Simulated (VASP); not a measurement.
Computed with PBE GGA with spin-orbit coupling, VASP's PBE PAW potentials (set 64) (plane waves; VASP).

Input for VASP

### POSCAR
```
TcSe
1
   -1.6398140000     1.6398140000     5.5516040000
    1.6398140000    -1.6398140000     5.5516040000
    1.6398140000     1.6398140000    -5.5516040000
Tc Se
2 2
Direct
  0.7500000000   0.7500000000   0.0000000000
  0.5000000000   0.0000000000   0.5000000000
  0.1660000000   0.1660000000   0.0000000000
  0.9160000000   0.4160000000   0.5000000000
```

### KPOINTS
```
Automatic mesh
0
Gamma
5 5 5
0 0 0
```

**INCAR**
```
! general
SYSTEM        = TcSe
PREC          = Accurate
ENCUT         = 300   ! plane-wave cut-off (eV)
LREAL         = .False.   ! projection in real space or not
LASPH         = .True.

! electronic loop
EDIFF         = 1E-6
NELM          = 100
ALGO          = Normal
LMAXMIX       = 4

! smearing
ISMEAR        = -1
SIGMA         = 0.1   ! width (eV)

! functional
GGA           = PE   ! PBE
GGA_COMPAT    = .False.

! spin
MAGMOM        = 12*0.0
LSORBIT       = .True.
LNONCOLLINEAR = .True.

! ions
ISIF          = 2

! output
LWAVE         = .False.
LCHARG        = .False.
LORBIT        = 11
```

POTCAR, in this order: Tc_pv Se (PBE.64 set). Program: vasp_ncl.

Output of the run:

File OSZICAR:
```
       N       E                     dE             d eps       ncg     rms          rms(c)
DAV:   1     0.323049490894E+03    0.32305E+03   -0.16318E+04  3312   0.105E+03
DAV:   2    -0.910011907638E+01   -0.33215E+03   -0.32353E+03  3142   0.349E+02
DAV:   3    -0.264862788977E+02   -0.17386E+02   -0.16866E+02  3482   0.825E+01
DAV:   4    -0.269447675591E+02   -0.45849E+00   -0.44871E+00  3382   0.121E+01
DAV:   5    -0.269553100317E+02   -0.10542E-01   -0.10504E-01  3324   0.163E+00    0.239E+01
DAV:   6    -0.264985156502E+02    0.45679E+00   -0.28314E+00  3112   0.125E+01    0.101E+01
DAV:   7    -0.264378616465E+02    0.60654E-01   -0.48466E-01  3016   0.472E+00    0.568E+00
DAV:   8    -0.264108434462E+02    0.27018E-01   -0.11017E-01  3026   0.267E+00    0.477E-01
DAV:   9    -0.264107061988E+02    0.13725E-03   -0.65206E-03  3630   0.374E-01    0.243E-01
DAV:  10    -0.264106567494E+02    0.49449E-04   -0.91426E-04  2956   0.222E-01    0.477E-02
DAV:  11    -0.264106508641E+02    0.58853E-05   -0.69193E-05  3332   0.552E-02    0.259E-02
DAV:  12    -0.264106464121E+02    0.44520E-05   -0.57472E-06  2840   0.163E-02    0.877E-03
DAV:  13    -0.264106455119E+02    0.90025E-06   -0.58261E-07  1742   0.553E-03
   1 F= -.26410646E+02 E0= -.26345140E+02  d E =-.131012E+00  mag=    -0.0000     0.0000     0.0000
```

### OUTCAR
```
------------------------ aborting loop because EDIFF is reached ----------------------------------------
  FORCE on cell =-STRESS in cart. coord.  units (eV):
  Direction    XX          YY          ZZ          XY          YZ          ZX
  --------------------------------------------------------------------------------------
  Total        8.3977230      8.3977230      6.1961084      0.0000000      0.0000000      0.0000000
  in kB      225.3224560    225.3224560    166.2501088      0.0000000      0.0000000      0.0000000
  external PRESSURE =     205.6316736 kB  Pullay stress =       0.0000000 kB
  volume of cell :       59.71
      direct lattice vectors                 reciprocal lattice vectors
    -1.639814000  1.639814000  5.551604000     0.000000000  0.304912630  0.090064061
     1.639814000 -1.639814000  5.551604000     0.304912630  0.000000000  0.090064061
     1.639814000  1.639814000 -5.551604000     0.304912630  0.304912630  0.000000000
 POSITION                                       TOTAL-FORCE (eV/Angst)
 -----------------------------------------------------------------------------------
      0.00000      0.00000      8.32741        -0.000000      0.000000      0.214215
      0.00000      1.63981      0.00000         0.000000     -0.000000      0.214215
      0.00000      0.00000      1.84313        -0.000000     -0.000000     -0.214215
      0.00000      1.63981      4.61893        -0.000000     -0.000000     -0.214215
 -----------------------------------------------------------------------------------
    total drift:                                0.000000      0.000000     -0.000710
  FREE ENERGIE OF THE ION-ELECTRON SYSTEM (eV)
  ---------------------------------------------------
  free  energy   TOTEN  =       -26.4106455119 eV

  energy  without entropy=      -26.2796337156  energy(sigma->0) =      -26.34513961

 total charge

# of ion       s       p       d       tot
------------------------------------------
    1        0.315   6.388   5.438  12.141
    2        0.315   6.388   5.438  12.141
    3        1.437   2.374   0.184   3.995
    4        1.437   2.374   0.184   3.995
--------------------------------------------------
tot          3.504  17.524  11.242  32.271

 magnetization (x)

# of ion       s       p       d       tot
------------------------------------------
    1        0.000   0.000   0.000   0.000
    2        0.000   0.000  -0.000  -0.000
    3        0.000   0.000   0.000   0.000
    4        0.000   0.000   0.000   0.000
--------------------------------------------------
tot          0.000   0.000   0.000   0.000

 magnetization (y)

# of ion       s       p       d       tot
------------------------------------------
    1        0.000  -0.000   0.000  -0.000
    2        0.000   0.000  -0.000  -0.000
    3        0.000   0.000   0.000   0.000
    4        0.000   0.000  -0.000  -0.000
--------------------------------------------------
tot          0.000  -0.000  -0.000  -0.000

 magnetization (z)

# of ion       s       p       d       tot
------------------------------------------
    1        0.000   0.000  -0.000  -0.000
    2       -0.000  -0.000   0.000   0.000
    3        0.000   0.000   0.000   0.000
    4        0.000  -0.000   0.000  -0.000
--------------------------------------------------
tot          0.000   0.000   0.000   0.000

 Ion:    1  E_soc:     -0.1971984

 Ion:    2  E_soc:     -0.1971984

 Ion:    3  E_soc:     -0.0355812

 Ion:    4  E_soc:     -0.0355812
```
(Selected blocks of OUTCAR.)

### OUTCAR
```
 val. band max:       11.7024816019   @ k =   0.2000   0.2000   0.2000

 cond. band min:      11.7214448259   @ k =   0.2000   0.2000   0.2000


 Fermi energy:        11.7096536777

 k-point     1 :       0.0000    0.0000    0.0000
  band No.  band energies     occupation
      1     -29.4700      1.00000
      2     -29.4700      1.00000
      3     -29.3992      1.00000
      4     -29.3992      1.00000
      5     -26.7421      1.00000
      6     -26.7421      1.00000
      7     -26.6316      1.00000
      8     -26.6316      1.00000
      9     -26.6009      1.00000
     10     -26.6009      1.00000
     11     -26.5517      1.00000
     12     -26.5517      1.00000
     13      -5.6796      1.00000
     14      -5.6796      1.00000
     15      -3.5048      1.00000
     16      -3.5048      1.00000
     17       2.6815      1.00000
     18       2.6815      1.00000
     19       6.5145      1.00000
     20       6.5145      1.00000
     21       6.6917      1.00000
     22       6.6917      1.00000
     23       6.8589      1.00000
     24       6.8589      1.00000
     25       7.6279      1.00000
     26       7.6279      1.00000
     27       7.7079      1.00000
     28       7.7079      1.00000
     29       7.8252      1.00000
     30       7.8252      1.00000
     31       8.0181      1.00000
     32       8.0181      1.00000
     33      10.1267      1.00000
     34      10.1267      1.00000
     35      10.6750      0.99997
     36      10.6750      0.99997
     37      11.8295      0.23174
     38      11.8295      0.23174
     39      12.1696      0.00995
     40      12.1696      0.00995
     41      12.2445      0.00473
     42      12.2445      0.00473
     43      13.0263      0.00000
     44      13.0263      0.00000
     45      13.2759      0.00000
     46      13.2762      0.00000

 k-point     2 :       0.2000   -0.0000    0.0000
  band No.  band energies     occupation
      1     -29.4767      1.00000
      2     -29.4710      1.00000
...
```

At this cut-off the stress carries a Pulay error, which pulls relaxed volumes low.

The structure was generated: TcSe was put into an ordered model structure, which need not be its known phase. The cell was not relaxed at this level. The k-mesh is coarse (spacing up to 0.54 per Å, 2π included), so the numbers may not be converged in it. The run is one of a series of settings (GGA_COMPAT = .FALSE., LNONCOLLINEAR = .TRUE., LSORBIT = .TRUE., MAGMOM = 0.0 0.0 0.0 0.0 0.0 0.0 0.0 0.0 0.0 0.0 0.0 0.0, program vasp_ncl against the base run), some of them coarse on purpose.
